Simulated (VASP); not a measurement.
# Nd2SO2: O into a neighbouring O vacancy, part 3 of 4

How hard is this move in Nd2SO2: O into a neighbouring O vacancy? Both ends are relaxed first, then a band of images between them. The start is a cell from a database of measured crystal structures.

VASP 6.6.1; PBEsol, 4f electrons in the core; plane waves and PAW (Nd_3, S, O).

Still holding for the runs below: The data set Nd_3 holds the 4f electrons frozen in the core, so no f bands or f moments appear.

So far. Step 2 (Relax the host): The run ended after 8 ionic steps, 0.169 eV below its first step, once forces and stress met EDIFFG = -0.02. Step 3 (Relax the start): The run ended after 9 ionic steps, 0.224 eV below its first step, once the forces on the free atoms met EDIFFG = -0.05.

### 4. Relax the end

The end state is relaxed in the same way, so that both ends share their errors.

The input, INCAR:

```
SYSTEM = Nd8S4O7
PREC = Normal
ENCUT = 400
EDIFF = 1E-05
NELM = 120
ISMEAR = 0
SIGMA = 0.05
LREAL = Auto
ALGO = Fast
GGA = PS
NBANDS = 96
LORBIT = 11
LWAVE = .FALSE.
LCHARG = .FALSE.
KPAR = 3
IBRION = 2
NSW = 60
ISIF = 2
EDIFFG = -0.05
POTIM = 0.4
MAXMIX = 40
ISYM = 0
```

The input, POSCAR:

```
Nd8S4O7
1.0
   -5.9042522344      3.4088216169      6.7538569010
    5.9042522344     -3.4088216169      6.7538569010
    1.9680840782      3.4088216169     -6.7538569010
Nd S O
8 4 7
Direct
    0.5225754837      0.6910228214      0.4944540988
    0.0260495291      0.1924535193      0.5013378258
    0.0265979487      0.6901585407     -0.0019350863
    0.5264903874      0.1926413160      0.0039404618
    0.4764485122      0.3086318383      0.5060351560
    0.9758784775      0.8060485243      0.5012502259
    0.9700897140      0.3062054321      0.0007569593
    0.4731365654      0.8068443447     -0.0022412858
   -0.0065538032     -0.0036697696     -0.0066843711
    0.5010461679      0.5022944035      0.0052365054
    0.5020006551      0.0013444311      0.5019580140
    0.0006120111      0.5024619324      0.5033547559
    0.8516068097      0.0160673170      0.5039880209
    0.8498287999      0.5160948030     -0.0002070477
    0.3512088053      0.0196762866     -0.0020203359
    0.3556100818      0.5209761743      0.5026254349
    0.1433464470      0.9789371214      0.4971193712
    0.1468115892      0.4847627097      0.0039648214
    0.6488577803      0.9828383635     -0.0004757852
```

The input, KPOINTS:

```
Automatic mesh
0
Gamma
3 3 3
0 0 0
```

Potentials, in the order of the species: Nd_3, S and O (PBE family, release 64).

Launch:

```
$ mpirun -np 3 vasp_std
```

Output:

```text
[... set-up lines as in an earlier step ...]
 entering main loop
       N       E                     dE             d eps       ncg     rms          rms(c)
DAV:   1     0.123533718280E+04    0.12353E+04   -0.65256E+04  2688   0.125E+03
DAV:   2    -0.428598682246E+02   -0.12782E+04   -0.12336E+04  3096   0.360E+02
DAV:   3    -0.160715677368E+03   -0.11786E+03   -0.11700E+03  3408   0.104E+02
DAV:   4    -0.167886657209E+03   -0.71710E+01   -0.71563E+01  4320   0.225E+01
DAV:   5    -0.168259243917E+03   -0.37259E+00   -0.37250E+00  3864   0.405E+00    0.287E+01
RMM:   6    -0.151535916515E+03    0.16723E+02   -0.78072E+01  2690   0.198E+01    0.150E+01
RMM:   7    -0.151940522700E+03   -0.40461E+00   -0.14161E+01  3729   0.716E+00    0.892E+00
RMM:   8    -0.151784911211E+03    0.15561E+00   -0.31352E+00  3476   0.501E+00    0.282E+00
RMM:   9    -0.151637795832E+03    0.14712E+00   -0.12968E+00  3987   0.250E+00    0.628E-01
RMM:  10    -0.151688911306E+03   -0.51115E-01   -0.51814E-01  4542   0.114E+00    0.557E-01
RMM:  11    -0.151699356778E+03   -0.10445E-01   -0.13340E-01  4635   0.659E-01    0.362E-01
RMM:  12    -0.151704381099E+03   -0.50243E-02   -0.45220E-02  4225   0.557E-01    0.379E-01
RMM:  13    -0.151705075291E+03   -0.69419E-03   -0.34618E-02  4370   0.416E-01    0.135E-01
RMM:  14    -0.151706205770E+03   -0.11305E-02   -0.13569E-02  4631   0.210E-01    0.891E-02
RMM:  15    -0.151706816400E+03   -0.61063E-03   -0.61120E-03  4614   0.136E-01    0.110E-01
WARNING in EDDRMM: call to ZHEGV failed, returncode =   6  3     59
RMM:  16    -0.151706909717E+03   -0.93317E-04   -0.21201E-03  4652   0.103E-01    0.533E-02
RMM:  17    -0.151707003728E+03   -0.94010E-04   -0.11236E-03  4610   0.608E-02    0.195E-02
WARNING in EDDRMM: call to ZHEGV failed, returncode =   6  3     58
RMM:  18    -0.151707035038E+03   -0.31310E-04   -0.33146E-04  3782   0.376E-02    0.109E-02
RMM:  19    -0.151707050251E+03   -0.15213E-04   -0.16320E-04  3642   0.240E-02    0.889E-03
RMM:  20    -0.151707055615E+03   -0.53638E-05   -0.58256E-05  2809   0.163E-02
   1 F= -.15170706E+03 E0= -.15170706E+03  d E =-.151707E+03
 curvature:   0.00 expect dE= 0.000E+00 dE for cont linesearch  0.000E+00
 trial: gam= 0.00000 g(F)=  0.215E+00 g(S)=  0.000E+00 ort = 0.000E+00 (trialstep = 0.100E+01)
 search vector abs. value=  0.215E+00
 bond charge predicted
       N       E                     dE             d eps       ncg     rms          rms(c)
DAV:   1    -0.151794935234E+03   -0.87885E-01   -0.19154E+01  2912   0.157E+01    0.144E+00
RMM:   2    -0.151855794751E+03   -0.60860E-01   -0.89344E-01  2720   0.315E+00    0.683E-01
RMM:   3    -0.151873352411E+03   -0.17558E-01   -0.15097E-01  4067   0.119E+00    0.118E+00
RMM:   4    -0.151863881438E+03    0.94710E-02   -0.10026E-01  2996   0.125E+00    0.909E-01
RMM:   5    -0.151863445326E+03    0.43611E-03   -0.20857E-02  3630   0.552E-01    0.284E-01
RMM:   6    -0.151864162784E+03   -0.71746E-03   -0.13371E-02  4642   0.296E-01    0.277E-01
RMM:   7    -0.151863867671E+03    0.29511E-03   -0.45571E-03  4542   0.173E-01    0.128E-01
RMM:   8    -0.151863933858E+03   -0.66187E-04   -0.25902E-03  4655   0.112E-01    0.455E-02
WARNING in EDDRMM: call to ZHEGV failed, returncode =   6  3     77
RMM:   9    -0.151864172777E+03   -0.23892E-03   -0.13977E-03  4407   0.101E-01    0.112E-01
RMM:  10    -0.151864049366E+03    0.12341E-03   -0.71884E-04  4407   0.743E-02    0.488E-02
RMM:  11    -0.151864066860E+03   -0.17495E-04   -0.50026E-04  4618   0.561E-02    0.243E-02
RMM:  12    -0.151864082876E+03   -0.16016E-04   -0.18176E-04  3556   0.279E-02    0.191E-02
RMM:  13    -0.151864087334E+03   -0.44572E-05   -0.56315E-05  2997   0.174E-02
   2 F= -.15186409E+03 E0= -.15186409E+03  d E =-.157032E+00
[...]
WARNING in EDDRMM: call to ZHEGV failed, returncode =   6  3     38
[...]
3 F= -.15191025E+03 E0= -.15191025E+03  d E =-.203190E+00
[...]
WARNING in EDDRMM: call to ZHEGV failed, returncode =   6  3     46
[...]
4 F= -.15192598E+03 E0= -.15192598E+03  d E =-.157306E-01
[...]
5 F= -.15192722E+03 E0= -.15192722E+03  d E =-.169695E-01
[...]
6 F= -.15192958E+03 E0= -.15192958E+03  d E =-.236195E-02
 trial-energy change:   -0.002362  1 .order   -0.002379   -0.003151   -0.001607
 step:   2.6108(harm=  2.6108)  dis= 0.00902  next Energy=  -151.930432 (dE=-0.322E-02)
 bond charge predicted
       N       E                     dE             d eps       ncg     rms          rms(c)
DAV:   1    -0.151928797564E+03    0.78915E-03   -0.49792E-01  3008   0.242E+00    0.220E-01
RMM:   2    -0.151930053327E+03   -0.12558E-02   -0.17241E-02  2724   0.465E-01    0.618E-02
RMM:   3    -0.151930319027E+03   -0.26570E-03   -0.27617E-03  4091   0.164E-01    0.387E-02
RMM:   4    -0.151930369848E+03   -0.50821E-04   -0.51224E-04  4365   0.552E-02    0.443E-02
RMM:   5    -0.151930382145E+03   -0.12297E-04   -0.15896E-04  3582   0.274E-02    0.445E-02
WARNING in EDDRMM: call to ZHEGV failed, returncode =   6  3     57
RMM:   6    -0.151930384653E+03   -0.25078E-05   -0.66516E-05  3476   0.177E-02
   7 F= -.15193038E+03 E0= -.15193038E+03  d E =-.316913E-02
 curvature:  -1.42 expect dE=-0.770E-03 dE for cont linesearch -0.193E-06
 trial: gam= 0.21782 g(F)=  0.542E-03 g(S)=  0.000E+00 ort = 0.191E-04 (trialstep = 0.155E+01)
 search vector abs. value=  0.677E-03
 reached required accuracy - stopping structural energy minimisation
```

Wall time 15 min (3 MPI ranks of Intel Xeon Platinum 8259CL at 2.50GHz (Skylake/Cascade Lake), shared host); peak memory 1.4 GiB.

Parts of OUTCAR (step 4):

```text
 Found     14 irreducible k-points:

   NELECT =     154.0000    total number of electrons

 E-fermi :   5.2339

 k-point     1 :       0.0000    0.0000    0.0000
  band No.  band energies     occupation
    ...
     73       1.9802      2.00000
     74       2.2808      2.00000
     75       2.5145      2.00000
     76       2.5170      2.00000
     77       4.6119      2.00000
     78       5.7531      0.00000
     79       6.1862      0.00000
     80       6.3076      0.00000
     81       6.5267      0.00000
     82       6.6871      0.00000
    ...

 k-point     2 :       0.3333    0.0000    0.0000
  band No.  band energies     occupation
    ...
     73       1.8634      2.00000
     74       1.9120      2.00000
     75       2.1208      2.00000
     76       2.2281      2.00000
     77       4.8935      2.00000
     78       5.7698      0.00000
     79       5.9023      0.00000
     80       6.1587      0.00000
     81       6.5815      0.00000
     82       6.8496      0.00000
    ...

  Total       -4.4134221     -4.4987438     -4.5539371     -0.0836857     -0.0507932      0.0046930
  in kB      -19.5072605    -19.8843813    -20.1283347     -0.3698894     -0.2245053      0.0207430
  external PRESSURE =     -19.8399921 kB  Pullay stress =       0.0000000 kB

 POSITION                                       TOTAL-FORCE (eV/Angst)
 -----------------------------------------------------------------------------------
      2.03454      1.09838      4.86297        -0.016519      0.011217      0.004678
      1.97168      1.13798     -1.90205         0.017007     -0.007514      0.008018
      3.94104     -2.20150      4.85476        -0.022539      0.012379      0.034556
     -0.05902      4.50696     -1.89100         0.001318      0.026973      0.026977
      0.00052      2.27276      1.79983         0.019477      0.009024     -0.019388
      0.00501      2.27443      8.63627         0.008220     -0.011452     -0.034082
     -3.93508      2.27356      8.63509        -0.006640     -0.019184     -0.006533
      1.97269     -1.13012      8.64340        -0.004426     -0.000579     -0.031237
      1.95586      3.39025      6.72394        -0.012417     -0.011151     -0.009637
      0.01329      0.02099      6.72585         0.004724      0.021574     -0.009674
     -1.97403      3.41116      0.02459        -0.017494      0.017049     -0.012102
     -1.94751      3.40646      6.74256         0.004910     -0.020205      0.009362
     -3.93825      4.55068      2.48425        -0.001337     -0.001452      0.006141
      0.00810      4.50869      2.52005         0.009106     -0.020511      0.017266
     -1.93021      1.15324      2.52943         0.021348     -0.001854     -0.006825
      1.93493      1.15968      2.53414        -0.013936      0.004977     -0.025178
      5.92042     -1.14263      4.23308        -0.005888     -0.005567      0.030769
      3.92884      2.26240     -2.52617         0.006151     -0.007195      0.024115
      1.97438     -1.12071     10.99135         0.008936      0.003472     -0.007226
 -----------------------------------------------------------------------------------
    total drift:                                0.009348      0.000164      0.015625

  FREE ENERGIE OF THE ION-ELECTRON SYSTEM (eV)
  ---------------------------------------------------
  free  energy   TOTEN  =      -151.9303846527 eV

  energy  without entropy=     -151.9303846527  energy(sigma->0) =     -151.93038465

 total charge
# of ion       s       p       d       tot
------------------------------------------
    1        2.094   5.879   0.859   8.832
    2        2.091   5.893   0.830   8.814
    3        2.094   5.878   0.856   8.828
    4        2.094   5.878   0.857   8.829
    5        2.091   5.881   0.836   8.809
    6        2.089   5.891   0.822   8.802
    7        2.088   5.889   0.820   8.796
    8        2.088   5.889   0.821   8.798
    9        1.312   2.451   0.000   3.763
   10        1.312   2.451   0.000   3.763
   11        1.313   2.459   0.000   3.772
   12        1.312   2.447   0.000   3.759
   13        1.586   3.466   0.000   5.052
   14        1.586   3.455   0.000   5.041
   15        1.586   3.455   0.000   5.041
   16        1.586   3.454   0.000   5.041
   17        1.587   3.473   0.000   5.060
   18        1.587   3.472   0.000   5.059
   19        1.587   3.472   0.000   5.059
--------------------------------------------------
tot         33.083  81.132   6.701 120.916

[... 6 parts as in an earlier step ...]

[... 6 further parts left out ...]
```

The steps of the relaxation:

| step | energy less that of the first step (eV) | largest force (eV/Å) |
| --- | --- | --- |
| 1 | 0.0000 | 1.1270 |
| 2 | -0.1570 | 0.5490 |
| 3 | -0.2032 | 0.3354 |
| 4 | -0.2189 | 0.1066 |
| 5 | -0.2202 | 0.1011 |
| 6 | -0.2225 | 0.0583 |
| 7 | -0.2233 | 0.0431 |

The atoms that moved most (Å):

| atom | dx | dy | dz | length |
| --- | --- | --- | --- | --- |
| Nd4 | -0.064 | -0.053 | 0.033 | 0.089 |
| Nd5 | -0.005 | -0.024 | -0.085 | 0.088 |
| Nd3 | 0.027 | 0.067 | 0.001 | 0.072 |
| Nd1 | 0.067 | -0.013 | 0.006 | 0.068 |
| O14 | 0.011 | -0.037 | 0.047 | 0.061 |
| O15 | 0.031 | 0.030 | 0.011 | 0.045 |
| O18 | -0.042 | -0.008 | -0.011 | 0.045 |
| O19 | 0.003 | 0.019 | -0.032 | 0.038 |

The relaxed structure:

```
Nd S O
1.0
    -5.90425    3.40882    6.75386
     5.90425   -3.40882    6.75386
     1.96808    3.40882   -6.75386
Nd S O
8 4 7
Direct
  0.52112 0.69901 0.50010
  0.02610 0.19310 0.50083
  0.03649 0.69857 0.01625
  0.52108 0.18305 0.98411
  0.46661 0.29999 0.50011
  0.97297 0.80680 0.50105
  0.97275 0.30615 0.00036
  0.47412 0.80759 0.00194
  0.99506 0.99487 0.99436
  0.50100 0.50115 0.00630
  0.50216 0.00124 0.49976
  0.99882 0.50160 0.50209
  0.85140 0.01739 0.50096
  0.84789 0.51826 0.99302
  0.35641 0.02665 0.00854
  0.35771 0.51845 0.50094
  0.14578 0.98164 0.50065
  0.14483 0.47797 0.99684
  0.64933 0.98232 0.00423
```

This step gave:

- electronic cycles: 79
- free energy (TOTEN): -151.9304 eV
- Fermi energy: 5.234 eV
- gap on the k-mesh: 0.4807 eV
- least direct gap on the k-mesh: 0.5795 eV

The run ended after 7 ionic steps, 0.223 eV below its first step, once the forces on the free atoms met EDIFFG = -0.05.

[end of part 3 of 4]

[Lines on the potential files, build, host, timing and source positions are cut from VASP's logs without a mark.]

[Logs are printed without paths, hosts, clocks, repeated set-up lines and the standing remarks that a program may print on its own settings, such as how far it seeks lower states.]

[Hosts, paths, dates, database ids (printed as entryN), source tags and the programs' standing remarks are cut or masked in the printed files.]

[Runs that stopped without an error message from VASP are left out.]
